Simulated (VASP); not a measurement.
Here is the system:

```xyz
2
Lattice="0.0000 2.1537 2.1537 2.1537 0.0000 2.1537 2.1537 2.1537 0.0000" Properties=species:S:1:pos:R:3 pbc="T T T"
Si     0.0000     0.0000     0.0000
C      1.0769     1.0769     1.0769
```

Computed with r2SCAN+rVV10, VASP's PBE PAW potentials (set 64) (plane waves; VASP). Run with 520 eV cut-off, 10×10×10 Γ-centred mesh, Gaussian smearing of 0.050 eV, potentials Si C.

### Question
Give the stress tensor in GPa (positive for a compressed cell).

### Answer

```
7.40  0.00  0.00
0.00  7.40  0.00
0.00  0.00  7.40
```
The pressure is its mean diagonal, 7.40 GPa.

The compound is SiC in the zinc blende structure. This cell is one point of a volume scan, at 0.97 of the reference volume.
